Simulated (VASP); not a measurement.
An input for Quantum ESPRESSO's pw.x (written as the equivalent of a VASP run, and not itself run):

```
&CONTROL
  calculation = 'scf'
  pseudo_dir = './pseudo'
  outdir = './out'
  tprnfor = .true.
  tstress = .true.
/
&SYSTEM
  ibrav = 0
  nat = 6
  ntyp = 2
  ecutwfc = 86
  occupations = 'tetrahedra'
  input_dft = 'vdw-df-obk8'
/
&ELECTRONS
  conv_thr = 7.3e-09
  electron_maxstep = 100
/
ATOMIC_SPECIES
  Mo 95.950 Mo.upf
  Se 78.971 Se.upf
CELL_PARAMETERS angstrom
     1.6667492   -2.8868947    0.0000000
     1.6667492    2.8868947    0.0000000
     0.0000000    0.0000000   13.1773509
ATOMIC_POSITIONS crystal
  Mo   0.3333330  0.6666670  0.2500000
  Mo   0.6666670  0.3333330  0.7500000
  Se   0.3333330  0.6666670  0.8773123
  Se   0.6666670  0.3333330  0.3773123
  Se   0.6666670  0.3333330  0.1226877
  Se   0.3333330  0.6666670  0.6226877
K_POINTS automatic
  9 9 2 0 0 0
```

Task: Write the VASP files for the same calculation (optB88-vdW).

Result: This is not unique; one that fits is 
INCAR:
```
LCHARG  =  T
PARAM2  =  0.22
NELM  =  100   ! most electronic steps
LORBIT  =  11   ! lm-projected
LMAXMIX  =  4
GGA  =  BO
ISMEAR  =  -5   ! tetrahedra, Bloechl
PREC  =  Accurate
EDIFF  =  1E-7   ! SCF stop (eV)
ALGO  =  Normal
LEFG  =  T
LREAL  =  F   ! projection in real space or not
ENCUT  =  520   ! plane-wave cut-off (eV)
LWAVE  =  F
ISIF  =  2   ! forces and stress, cell fixed
LUSE_VDW  =  T
PARAM1  =  0.1833333333
SYSTEM  =  MoSe2
LASPH  =  T   ! aspherical one-centre terms
AGGAC  =  0.0
NEDOS  =  601   ! DOS grid
```

### POSCAR
```
MoSe2
26.3547020
  0.0632429534  -0.1095400251   0.0000000000
  0.0632429534   0.1095400251   0.0000000000
  0.0000000000   0.0000000000   0.4999999962
Mo Se
2 4
Cartesian
  0.0632429534   0.0365134147   0.1249999990
  0.0632429534  -0.0365134147   0.3749999971
  0.0632429534   0.0365134147   0.4386561285
  0.0632429534  -0.0365134147   0.1886561304
  0.0632429534  -0.0365134147   0.0613438677
  0.0632429534   0.0365134147   0.3113438658
```

File KPOINTS:
```
Automatic mesh
0
Gamma
9 9 2
0 0 0
```

POTCAR, in this order: Mo_sv Se (PBE.64 set). Program: vasp_std.

What does not carry over: the potentials are each code's own (VASP's PAW set, PseudoDojo norm-conserving files in pw.x), so ENCUT and ecutwfc are chosen apart and not converted; conv_thr bounds pw.x's estimated SCF error, while EDIFF bounds the energy change between steps; the field gradients of LEFG aren't asked of the other code.

The compound is MoSe2 in the 2H layered structure. It was relaxed first.
